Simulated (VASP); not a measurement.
Given:

```
MnO2
1.0
    4.42634     0.00000     0.00000
    0.00000     4.42634     0.00000
    0.00000     0.00000     2.86551
Mn O
2 4
Direct
  0.00000   0.00000   0.00000
  0.50000   0.50000   0.50000
  0.30387   0.30387   0.00000
  0.80387   0.19613   0.50000
  0.19613   0.80387   0.50000
  0.69613   0.69613   0.00000
```
Starting moments (μB, in the order of the record's atoms Mn Mn O O O O): 2.4 -2.4 0.0 0.0 0.0 0.0.

Computed with PW91 GGA, VASP's PBE PAW potentials (set 64) (plane waves; VASP). Settings: 520 eV cut-off, 7×7×11 Γ-centred mesh, first-order Methfessel-Paxton smearing of 0.10 eV, potentials Mn_pv O.

Question: Estimate the cell moment, energy per atom (σ→0), band gap (on the k-mesh) with the smallest direct gap where there is one.

Answer: 
| Property | Result |
|---|---|
| band gap (on the k-mesh) | none (metal, semimetal or under 0.01 eV) |
| cell moment | 0.00 μB |
| energy per atom (σ→0) | -7.986 eV/atom |

Question: Give the moment on each site (PAW-sphere projection).

Answer: 
| site | moment (μB) |
|---|---|
| Mn1 | 2.45 |
| Mn2 | -2.45 |
| O3 | -0.05 |
| O4 | 0.05 |
| O5 | 0.05 |
| O6 | -0.05 |

The absolute energy has meaning only against runs of the same code, potentials and settings.

The compound is MnO2 in the rutile structure. It was relaxed first.
